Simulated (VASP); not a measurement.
These are PBEsol GGA, VASP's PBE PAW potentials (set 64) (plane waves; VASP 6.6.1) values and carry that method's errors.

Input for VASP

File POSCAR:
```
AlN
3.0953630
  0.0000000000   0.7071068845   0.7071068845
  0.7071068845   0.0000000000   0.7071068845
  0.7071068845   0.7071068845   0.0000000000
Al N
1 1
Cart
  0.0000000000   0.0000000000   0.0000000000
  1.0606603267   1.0606603267   1.0606603267
```

**INCAR**
```
SYSTEM = AlN
PREC = Accurate; ENCUT = 520; LREAL = F
LASPH = T
EDIFF = 1E-7; NELM = 100; ALGO = Normal
ISMEAR = -5
GGA = PS
ISIF = 2
LWAVE = F; LCHARG = T; LORBIT = 11
NEDOS = 601
```

**KPOINTS**
```
kpoints
0
G
12 12 12
```

POTCAR, in this order: Al N (PBE.64 set). Program: vasp_std.

Problem. What does the run give for the energy per atom (σ→0), band gap (on the k-mesh)?

Solution. 
```json
{
  "energy per atom (σ→0)": "-7.806 eV/atom",
  "band gap (on the k-mesh)": "3.18 eV"
}
```

File OSZICAR:
```
...
DAV:   7    -0.156292539812E+02    0.28546E-01   -0.93337E-02  1224   0.315E+00    0.196E+00
DAV:   8    -0.156115780085E+02    0.17676E-01   -0.19179E-02  1336   0.180E+00    0.394E-01
DAV:   9    -0.156113329380E+02    0.24507E-03   -0.68272E-04  1656   0.217E-01    0.204E-01
DAV:  10    -0.156113814838E+02   -0.48546E-04   -0.99345E-05  1232   0.887E-02    0.416E-02
DAV:  11    -0.156113804683E+02    0.10156E-05   -0.98262E-07  1440   0.107E-02    0.962E-03
DAV:  12    -0.156113805990E+02   -0.13070E-06   -0.10474E-07  1336   0.360E-03    0.357E-04
DAV:  13    -0.156113806028E+02   -0.38236E-08   -0.12758E-09   688   0.296E-04
   1 F= -.15611381E+02 E0= -.15611381E+02  d E =0.000000E+00
```

The structure comes from a computed database's AlN entry (F-43m); how it stands against other phases isn't given here. It was relaxed first.
